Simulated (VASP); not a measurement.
```yaml
crystal:
  lattice:
    - [0.00000, 1.99118, 1.99118]
    - [1.99118, 0.00000, 1.99118]
    - [1.99118, 1.99118, 0.00000]
  atoms:
    - { symbol: Al, position: [0.00000, 0.00000, 0.00000] }
```

These are r2SCAN meta-GGA, VASP's PBE PAW potentials (set 64) (plane waves; VASP) values and carry that method's errors. Numerical set-up: 520 eV cut-off, 14×14×14 Γ-centred mesh, first-order Methfessel-Paxton smearing of 0.10 eV, potentials Al.

**Question.** What does the run give for the energy per atom (σ→0), band gap (on the k-mesh) with the smallest direct gap where there is one?

**Answer.** 
```
Property                                                     Value
------------------------  ----------------------------------------
band gap (on the k-mesh)  none (metal, semimetal or under 0.01 eV)
energy per atom (σ→0)                       -649.7 kJ/mol of atoms
```

Total energies compare only between runs with the same potentials, cut-off and functional.

The compound is Al in the fcc structure. It was relaxed first. The start is the result of an earlier pass.
